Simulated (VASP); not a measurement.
All values below come from r2SCAN meta-GGA, VASP's PBE PAW potentials (set 64) (plane waves; VASP).

VASP ran on this input.

### KPOINTS
```
Automatic mesh
0
Gamma
 10 10 10
0 0 0
```

**POSCAR**
```
GeW
1.0
  0.0000000000   2.8186710000   2.8186710000
  2.8186710000   0.0000000000   2.8186710000
  2.8186710000   2.8186710000   0.0000000000
Ge W
1 1
Cartesian
  0.0000000000   0.0000000000   0.0000000000
  2.8186710000   2.8186710000   2.8186710000
```

**INCAR**
```
ALGO = Normal
EDIFF = 1E-6
EDIFFG = -0.01
ENCUT = 400
IBRION = 2
ISIF = 3
ISMEAR = 1
LASPH = .TRUE.
LCHARG = .FALSE.
LMAXMIX = 6
LMIXTAU = .TRUE.
LREAL = .FALSE.
LWAVE = .FALSE.
METAGGA = R2SCAN
NELM = 100
NSW = 60
PREC = Accurate
SIGMA = 0.1
SYSTEM = GeW
```

POTCAR, in this order: Ge_d W_sv (PBE.64 set). Program: vasp_std.

Energy and stress use the plane-wave basis of the starting cell. Unless said otherwise, spin-orbit coupling is left out, though it shifts the bands of the heavy elements here.

Q: Predict the energy per atom (σ→0), volume per atom, band gap (on the k-mesh).

A: 
```
Property                                                    Result
------------------------  ----------------------------------------
energy per atom (σ→0)                              -31.693 eV/atom
band gap (on the k-mesh)  none (metal, semimetal or under 0.01 eV)
volume per atom                                      16.79 Å³/atom
```

OSZICAR:
```
...
DAV:   6    -0.633858549866E+02   -0.44460E-03   -0.41537E-04  1710   0.175E-01    0.125E-02
DAV:   7    -0.633858781363E+02   -0.23150E-04   -0.33167E-05  1710   0.481E-02    0.725E-03
DAV:   8    -0.633858804131E+02   -0.22768E-05   -0.26339E-06  1404   0.206E-02    0.218E-03
DAV:   9    -0.633858822323E+02   -0.18192E-05   -0.30483E-07   852   0.648E-03    0.140E-03
DAV:  10    -0.633858797533E+02    0.24790E-05   -0.35035E-07   846   0.755E-03    0.958E-04
DAV:  11    -0.633858813620E+02   -0.16087E-05   -0.14713E-07   846   0.454E-03    0.189E-04
DAV:  12    -0.633858812247E+02    0.13728E-06   -0.13701E-08   846   0.156E-03
   5 F= -.63385881E+02 E0= -.63385721E+02  d E =-.128635E+01
```

The structure was generated: GeW was put into the rocksalt type (Fm-3m), which need not be its known phase. This run relaxes it. Symmetry was kept, so distortions that lower it aren't found.
